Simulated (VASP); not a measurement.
Crystal: B3C.

```xyz
8
Lattice="2.0100 1.1605 4.8333 -2.0100 1.1605 4.8333 0.0000 -2.3209 4.8333" Properties=species:S:1:pos:R:3 pbc="T T T"
B    -1.1357   -0.6557    8.9562
B     0.0000    1.3113    8.9562
B     1.1356   -0.6557    8.9562
B    -1.1356    0.6557    5.5438
B     0.0000   -1.3113    5.5438
B     1.1356    0.6557    5.5438
C     0.0000    0.0000    6.4670
C     0.0000    0.0000    8.0330
```

The cell was built by a generator and needn't be a form met in nature.

| Property | Result |
| --- | --- |
| Program | VASP 6.6.1 |
| Task | relaxation of cell and atoms |
| Functional | PBE |
| Potentials or basis | VASP PAW PBE potentials, release 64 (B, C) |
| Cutoff | 520 eV |
| k mesh | 5 × 5 × 5 |
| Occupations | gaussian, width 0.15 eV |
| Spin | no spin polarisation |

At the start: pressure -0.6 GPa; volume 8.46 Å³/atom.

Question: Where does the relaxation end?

Answer: Over 11 steps the energy falls by 44.8 meV/atom and the volume is 8.43 Å³/atom (-0.3 %); space group R-3m (No. 166, to 0.05 Å).

Step by step:
```csv
step,energy change (eV),largest force (eV/Å),pressure (GPa),volume (Å³)
1,0.0000,2.0184,-0.65,67.64
2,0.2198,3.0310,1.15,67.30
3,-0.2568,0.8861,-1.43,67.50
4,-0.2985,1.5529,-0.06,66.80
5,-0.3138,0.6434,-0.63,67.03
6,-0.3458,0.0958,1.81,66.51
7,-0.3468,0.0820,2.30,66.41
8,-0.3572,0.1531,0.21,67.20
9,-0.3572,0.1714,0.06,67.25
10,-0.3569,0.2476,-0.63,67.58
11,-0.3588,0.0274,-0.33,67.41
```

Final structure:
```xyz
8
Lattice="2.0393 1.1774 4.6792 -2.0393 1.1774 4.6792 0.0000 -2.3548 4.6792" Properties=species:S:1:pos:R:3 pbc="T T T"
B    -1.1563   -0.6676    8.6039
B     0.0000    1.3351    8.6039
B     1.1563   -0.6676    8.6039
B    -1.1563    0.6676    5.4336
B     0.0000   -1.3351    5.4336
B     1.1563    0.6676    5.4336
C     0.0000    0.0000    6.2579
C     0.0000    0.0000    7.7796
```

Caveat: the k mesh is coarse (spacing up to 0.37 Å⁻¹), so the values aren't converged; the relaxation stopped at a loose force limit of 0.08 eV/Å, so its end isn't a converged minimum.
